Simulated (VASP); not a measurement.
Energy against volume of Li2O (antifluorite). Computed with r2SCAN meta-GGA, VASP's PBE PAW potentials (set 64) (plane waves; VASP). Numerical set-up: 520 eV cut-off, 10×10×10 Γ-centred mesh, Gaussian smearing of 0.050 eV, potentials Li_sv O.

```tsv
V (Å³/atom)	E (eV/atom)
7.750	-5.60680
7.990	-5.60987
8.230	-5.60858
8.469	-5.60366
```

Fit these four points and predict the energy of the run at 7.511 Å³/atom.

A cubic in V^(−2/3), the third-order Birch-Murnaghan form, passes through the four points with V0 = 8.03 Å³/atom and B0 = 94 GPa, and gives -5.5986 eV/atom there. The run gave -5.5990 eV/atom, -0.4 meV/atom from the fit; all five points give B0 = 93 GPa.

The compound is Li2O in the antifluorite structure. It was relaxed first.
